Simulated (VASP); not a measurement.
# KSnCl3 (Pm-3m) in VASP: notebook

One crystal, KSnCl3, is run at these levels: PBE; tasks: single point.

All numbers are computed with VASP 6.6.1; they aren't measurements. Logs are shortened: lines on timing, memory, paths and dates and some standing lists are left out, and cuts for length are marked.

**1. Starting point**

It takes space group Pm-3m (No. 221, cubic). Conventional cell: a = 5.540 Å, b = 5.540 Å, c = 5.540 Å, α = 90.00°, β = 90.00°, γ = 90.00°. Around K (site symmetry m-3m) lie 12 Cl at 3.92 Å. Sn (site symmetry m-3m) is surrounded by 6 Cl at 2.77 Å. Cl (site symmetry 4/mmm) has 2 Sn at 2.77 Å as nearest neighbours.

The cell was built by a generator and needn't be a form met in nature.

**2. Single point, PBE**

INCAR

```
PREC = Accurate
ENCUT = 520
EDIFF = 1E-6
ISMEAR = -1
SIGMA = 0.02
LREAL = False
LASPH = True
NELM = 100
ALGO = Normal
ISIF = 2
LWAVE = False
LCHARG = False
GGA = PE
NBANDS = 30
```

KPOINTS

```
Automatic mesh
0
Gamma
  6 6 6
```

POSCAR

```
KSnCl3
1.0
    5.5399858721      0.0000000000      0.0000000000
    0.0000000000      5.5399858721      0.0000000000
    0.0000000000      0.0000000000      5.5399858721
K Sn Cl
1 1 3
Direct
    0.0000000000      0.0000000000      0.0000000000
    0.5000000000      0.5000000000      0.5000000000
    0.5000000000      0.5000000000      0.0000000000
    0.5000000000      0.0000000000      0.5000000000
    0.0000000000      0.5000000000      0.5000000000
```

Potentials or basis: VASP PAW PBE potentials, release 64 (K_sv, Sn_d, Cl).

Command:

```console
cat potpaw_PBE.64/K_sv/POTCAR potpaw_PBE.64/Sn_d/POTCAR potpaw_PBE.64/Cl/POTCAR > POTCAR
mpirun -np 1 vasp_std > vasp.out
```

OUTCAR:

```text
PREC = Accurate
   ENCUT = 520
   EDIFF = 1E-6
   ISMEAR = -1
   LREAL = False
   LASPH = True
   NELM = 100
   ISIF = 2
   GGA = PE

 ion  position               nearest neighbor table
   1  0.000  0.000  0.000-
   2  0.500  0.500  0.500-   3 2.77   4 2.77   5 2.77   3 2.77   4 2.77   5 2.77
   3  0.500  0.500  0.000-   2 2.77   2 2.77
   4  0.500  0.000  0.500-   2 2.77   2 2.77
   5  0.000  0.500  0.500-   2 2.77   2 2.77

  LATTYP: Found a simple cubic cell.
 ALAT       =     5.5399858721

  Lattice vectors:

 A1 = (   5.5399858721,   0.0000000000,   0.0000000000)
 A2 = (   0.0000000000,   5.5399858721,   0.0000000000)
 A3 = (   0.0000000000,   0.0000000000,   5.5399858721)

Analysis of symmetry for initial positions (statically):
=====================================================================
 Subroutine PRICEL returns:
 Original cell was already a primitive cell.

 Routine SETGRP: Setting up the symmetry group for a
 simple cubic supercell.

 Subroutine GETGRP returns: Found 48 space group operations
 (whereof 48 operations were pure point group operations)
 out of a pool of 48 trial point group operations.

The static configuration has the point symmetry O_h .

Analysis of symmetry for dynamics (positions and initial velocities):
=====================================================================
 Subroutine PRICEL returns:
 Original cell was already a primitive cell.

 Routine SETGRP: Setting up the symmetry group for a
 simple cubic supercell.

 Subroutine GETGRP returns: Found 48 space group operations
 (whereof 48 operations were pure point group operations)
 out of a pool of 48 trial point group operations.

The dynamic configuration has the point symmetry O_h .

 Subroutine INISYM returns: Found 48 space group operations
 (whereof 48 operations are pure point group operations),
 and found     1 'primitive' translations

----------------------------------------------------------------------------------------

                                     Primitive cell

  volume of cell :     170.0302

  direct lattice vectors                    reciprocal lattice vectors
     5.539985872  0.000000000  0.000000000     0.180505875  0.000000000  0.000000000
     0.000000000  5.539985872  0.000000000     0.000000000  0.180505875  0.000000000
     0.000000000  0.000000000  5.539985872     0.000000000  0.000000000  0.180505875

  length of vectors
     5.539985872  5.539985872  5.539985872     0.180505875  0.180505875  0.180505875

  position of ions in fractional coordinates (direct lattice)
     0.000000000  0.000000000  0.000000000
     0.500000000  0.500000000  0.500000000
     0.500000000  0.500000000  0.000000000
     0.500000000  0.000000000  0.500000000
     0.000000000  0.500000000  0.500000000

  ion indices of the primitive-cell ions
   primitive index   ion index
                 1           1
                 2           2
                 3           3
                 4           4
                 5           5

----------------------------------------------------------------------------------------

 KPOINTS: Automatic mesh

Automatic generation of k-mesh.
 Grid dimensions read from file:
 generate k-points for:    6    6    6

 Generating k-lattice:

  Cartesian coordinates                     Fractional coordinates (reciprocal lattice)
     0.030084313  0.000000000  0.000000000     0.166666667  0.000000000  0.000000000
     0.000000000  0.030084313  0.000000000     0.000000000  0.166666667  0.000000000
     0.000000000  0.000000000  0.030084313     0.000000000  0.000000000  0.166666667

  Length of vectors
     0.030084313  0.030084313  0.030084313

  Shift w.r.t. Gamma in fractional coordinates (k-lattice)
     0.000000000  0.000000000  0.000000000

 Subroutine IBZKPT returns following result:
 ===========================================

 Found     20 irreducible k-points:

 Following reciprocal coordinates:
            Coordinates               Weight
  0.000000  0.000000  0.000000      1.000000
  0.166667  0.000000  0.000000      6.000000
  0.333333  0.000000  0.000000      6.000000
  0.500000  0.000000  0.000000      3.000000
  0.166667  0.166667  0.000000     12.000000
  0.333333  0.166667  0.000000     24.000000
[... 12 lines left out ...]
  0.500000  0.500000  0.333333      6.000000
  0.500000  0.500000  0.500000      1.000000
   k-points           NKPTS =     20   k-points in BZ     NKDIM =     20   number of bands    NBANDS=     30
   number of dos      NEDOS =    301   number of ions     NIONS =      5
   total plane-waves  NPLWV =  74088
   dimension x,y,z NGX =    42 NGY =   42 NGZ =   42
   dimension x,y,z NGXF=    84 NGYF=   84 NGZF=   84
   ions per type =               1   1   3
   NGX,Y,Z   is equivalent  to a cutoff of  12.60, 12.60, 12.60 a.u.
   NGXF,Y,Z  is equivalent  to a cutoff of  25.21, 25.21, 25.21 a.u.
 SYSTEM =  unknown system
   PREC   = accura    normal or accurate (medium, high low for compatibility)
   ISTART =      0    job   : 0-new  1-cont  2-samecut
   ICHARG =      2    charge: 1-file 2-atom 10-const
   ISPIN  =      1    spin polarized calculation?
   LNONCOLLINEAR =      F non collinear calculations
   LSORBIT =      F    spin-orbit coupling
   LASPH  =      T    aspherical Exc in radial PAW
   ENCUT  =  520.0 eV  38.22 Ry    6.18 a.u.  10.30 10.30 10.30*2*pi/ulx,y,z
   NELM   =    100;   NELMIN=  2; NELMDL= -5     # of ELM steps
   EDIFF  = 0.1E-05   stopping-criterion for ELM
   LREAL  =      F    real-space projection
   EDIFFG = 0.1E-04   stopping-criterion for IOM
   NSW    =      0    number of steps for IOM
   IBRION =     -1    ionic relax: 0-MD 1-quasi-New 2-CG
   NFREE  =      0    steps in history (QN), initial steepest desc. (CG)
   ISIF   =      2    stress and relaxation
   ISYM   =      2    0-nonsym 1-usesym 2-fastsym
   POTIM  = 0.5000    time-step for ionic-motion
   TEBEG  =    0.0;   TEEND  =   0.0 temperature during run
   PSTRESS=    0.0 pullay stress
   NELECT =      44.0000    total number of electrons
   NUPDOWN=      -1.0000    fix difference up-down
   EMIN   =  10.00;   EMAX   =-10.00  energy-range for DOS
   EFERMI =   0.00;   METHOD = LEGACY
   ISMEAR =    -1;   SIGMA  =   0.02  broadening in eV -4-tet -1-fermi 0-gaus
   EFERMI_NEDOS =   21; number of points for ismear=-14 and -15
   IALGO  =     38    algorithm
   IMIX   =      4    mixing-type and parameters
     AMIX     =   0.40;   BMIX     =  1.00
     AMIX_MAG =   1.60;   BMIX_MAG =  1.00
  volume/ion in A,a.u.               =      34.01       229.48
  Fermi-wavevector in a.u.,A,eV,Ry     =   1.043239  1.971435 14.807863  1.088347
  Thomas-Fermi vector in A             =   2.177939
   LORBIT       =      0    0 simple, 1 ext, 2 COOP (PROOUT), +10 PAW based schemes
   GGA     = PE    functional components
   LHFCALC =     F    Hartree Fock is set to
   AEXX    =    0.0000 exact exchange contribution
   IVDW    =     0    specifies the selected vdW correction
   LEPSILON=     F    determine dielectric tensor
   LRPA    =     F    only Hartree local field effects (RPA)
 non-spin polarized calculation
  energy-cutoff  :      520.00
  volume of cell :      170.03
 maximum number of plane-waves:      4632
 NGX is ok and might be reduce to    42
   NGX = 21   NGY = 21   NGZ = 21

 number of electron      43.9999984 magnetization

 Free energy of the ion-electron system (eV)
  ---------------------------------------------------
  ext. energy  EPLUGINS =         0.00000000
  ---------------------------------------------------
  free energy    TOTEN  =       -17.17471454 eV

  energy without entropy =      -17.17471454  energy(sigma->0) =      -17.17471454

 E-fermi :   2.8047     XC(G=0):  -7.4406

 val. band max:        2.4193852375   @ k =   0.5000   0.5000   0.5000
 cond. band min:       3.2120315351   @ k =   0.5000   0.5000   0.5000
 fundamental gap:      0.7926462977
 Fermi energy:         2.8047361714

 k-point     1 :       0.0000    0.0000    0.0000
  band No.  band energies     occupation
      1     -29.3053      2.00000
      2     -19.7975      2.00000
      3     -19.7975      2.00000
      4     -19.7590      2.00000
      5     -19.7590      2.00000
      6     -19.7590      2.00000
[... 22 lines left out ...]
     29       7.4681      0.00000
     30       7.4681      0.00000

 k-point     2 :       0.1667    0.0000    0.0000
  band No.  band energies     occupation
      1     -29.3052      2.00000
      2     -19.7975      2.00000
      3     -19.7947      2.00000
      4     -19.7591      2.00000
      5     -19.7591      2.00000
      6     -19.7590      2.00000
[... 22 lines left out ...]
     29       7.0899      0.00000
     30       7.5967      0.00000

 k-point     3 :       0.3333    0.0000    0.0000
  band No.  band energies     occupation
      1     -29.3052      2.00000
      2     -19.7975      2.00000
      3     -19.7889      2.00000
      4     -19.7592      2.00000
      5     -19.7592      2.00000
      6     -19.7590      2.00000
[... 22 lines left out ...]
     29       7.3988      0.00000
     30       7.9437      0.00000

 k-point     4 :       0.5000    0.0000    0.0000
  band No.  band energies     occupation
      1     -29.3052      2.00000
      2     -19.7975      2.00000
      3     -19.7860      2.00000
      4     -19.7593      2.00000
      5     -19.7593      2.00000
      6     -19.7590      2.00000
[... 22 lines left out ...]
     29       7.7576      0.00000
     30       8.1091      0.00000

 k-point     5 :       0.1667    0.1667    0.0000
  band No.  band energies     occupation
      1     -29.3052      2.00000
      2     -19.7961      2.00000
      3     -19.7932      2.00000
      4     -19.7592      2.00000
      5     -19.7591      2.00000
      6     -19.7591      2.00000
[... 22 lines left out ...]
     29       7.2530      0.00000
     30       7.5817      0.00000
[... 394 lines left out ...]
     29       7.5391      0.00000
     30       8.1372      0.00000

 k-point    18 :       0.5000    0.3333    0.3333
  band No.  band energies     occupation
      1     -29.3050      2.00000
      2     -19.7844      2.00000
      3     -19.7815      2.00000
      4     -19.7596      2.00000
      5     -19.7596      2.00000
      6     -19.7595      2.00000
[... 22 lines left out ...]
     29       7.7577      0.00000
     30       8.0790      0.00000

 k-point    19 :       0.5000    0.5000    0.3333
  band No.  band energies     occupation
      1     -29.3050      2.00000
      2     -19.7830      2.00000
      3     -19.7800      2.00000
      4     -19.7597      2.00000
      5     -19.7596      2.00000
      6     -19.7596      2.00000
[... 22 lines left out ...]
     29       7.5781      0.00000
     30       8.2397      0.00000

 k-point    20 :       0.5000    0.5000    0.5000
  band No.  band energies     occupation
      1     -29.3050      2.00000
      2     -19.7800      2.00000
      3     -19.7800      2.00000
      4     -19.7597      2.00000
      5     -19.7597      2.00000
      6     -19.7597      2.00000
[... 22 lines left out ...]
     29       7.5046      0.00000
     30       8.6269      0.00000

------------------------ aborting loop because EDIFF is reached ----------------------------------------

  FORCE on cell =-STRESS in cart. coord.  units (eV):
  Direction    XX          YY          ZZ          XY          YZ          ZX
  --------------------------------------------------------------------------------------
  -------------------------------------------------------------------------------------
  Total        0.5694882      0.5694882      0.5694882     -0.0000000     -0.0000000      0.0000000
  in kB        5.3662311      5.3662311      5.3662311     -0.0000000     -0.0000000      0.0000000
  external PRESSURE =       5.3662311 kB  Pullay stress =       0.0000000 kB

 VOLUME and BASIS-vectors are now :
 -----------------------------------------------------------------------------
  energy-cutoff  :      520.00
  volume of cell :      170.03
      direct lattice vectors                 reciprocal lattice vectors
     5.539985872  0.000000000  0.000000000     0.180505875  0.000000000  0.000000000
     0.000000000  5.539985872  0.000000000     0.000000000  0.180505875  0.000000000
     0.000000000  0.000000000  5.539985872     0.000000000  0.000000000  0.180505875

 POSITION                                       TOTAL-FORCE (eV/Angst)
 -----------------------------------------------------------------------------------
      0.00000      0.00000      0.00000         0.000000      0.000000      0.000000
      2.76999      2.76999      2.76999         0.000000      0.000000      0.000000
      2.76999      2.76999      0.00000         0.000000      0.000000      0.000000
      2.76999      0.00000      2.76999         0.000000      0.000000      0.000000
      0.00000      2.76999      2.76999         0.000000      0.000000      0.000000
 -----------------------------------------------------------------------------------
    total drift:                                0.000000     -0.000000     -0.000000

  FREE ENERGIE OF THE ION-ELECTRON SYSTEM (eV)
  ---------------------------------------------------
  free  energy   TOTEN  =       -17.1747145377 eV

  energy  without entropy=      -17.1747145377  energy(sigma->0) =      -17.17471454
```

Wall time 59 s (1 thread of Intel Xeon Platinum 8488C (Sapphire Rapids), shared host); peak memory 0.3 GiB.

What came out:

| Quantity | Value |
| --- | --- |
| Free energy | -17.1747 eV |
| Pressure | 0.5 GPa |
| Band gap on the k mesh | 0.79 eV, direct |

Caveat: spin-orbit coupling is left out, which moves the levels of the heavy elements. A k mesh can miss the band edges.

**3. Single point, PBE (uniaxial_z strain +5.0%)**

INCAR

```
SYSTEM = KSnCl3
  ALGO = Fast
  EDIFF = 1E-6
  ENCUT = 520
  GGA = PE
  ISIF = 2
  ISMEAR = -1
  LASPH = .True.
  LCHARG = .False.
  LREAL = .False.
  LWAVE = .False.
  NBANDS = 30
  NELM = 100
  PREC = Accurate
  SIGMA = 0.02
```

KPOINTS

```
k-points
0
Gamma
  6 6 6
  0 0 0
```

POSCAR, as its differences from that of step 2:

```diff
@@ -4,3 +4,3 @@
     0.0000000000      5.5399858721      0.0000000000
-    0.0000000000      0.0000000000      5.5399858721
+    0.0000000000      0.0000000000      5.8169851657
 K Sn Cl
```

Potentials or basis: VASP PAW PBE potentials, release 64 (K_sv, Sn_d, Cl).

Command:

```console
cat potpaw_PBE.64/K_sv/POTCAR potpaw_PBE.64/Sn_d/POTCAR potpaw_PBE.64/Cl/POTCAR > POTCAR
mpirun -np 1 vasp_std > vasp.out
```

It took 4 min on 1 thread of Intel Xeon Platinum 8488C (Sapphire Rapids), shared host; peak memory 0.4 GiB.

The run converged. Its results:

```yaml
Free_energy: -17.1434 eV
Pressure: -0.5 GPa
Band_gap_on_the_k_mesh: 0.81 eV, direct
```

Stress tensor (GPa, compression positive):
```
 0.11  0.00  0.00
 0.00  0.11  0.00
 0.00  0.00 -1.60
```

Levels at points of the mesh, in eV from the valence-band top:
| k point | band 19 | band 20 | band 21 | band 22 | band 23 | band 24 | band 25 | band 26 |
| --- | --- | --- | --- | --- | --- | --- | --- | --- |
| (0.00, 0.00, 0.00) | -3.27 | -3.22 | -3.18 | -3.18 | 1.98 | 4.27 | 4.35 | 4.49 |
| (0.50, 0.00, 0.00) | -3.33 | -3.27 | -3.20 | -2.00 | 2.03 | 3.47 | 3.92 | 4.03 |
| (0.50, 0.50, 0.00) | -3.46 | -3.46 | -2.85 | -0.82 | 1.53 | 1.53 | 3.47 | 4.10 |
| (0.00, 0.00, 0.50) | -3.32 | -3.27 | -3.27 | -2.30 | 1.85 | 3.30 | 4.04 | 4.73 |
| (0.50, 0.00, 0.50) | -3.49 | -3.34 | -2.87 | -1.10 | 1.35 | 1.67 | 4.06 | 4.28 |
| (0.50, 0.50, 0.50) | -2.86 | -2.86 | -2.85 | 0.00 | 0.81 | 1.14 | 1.14 | 3.36 |

Caveat: spin-orbit coupling is left out, which moves the levels of the heavy elements. A k mesh can miss the band edges.
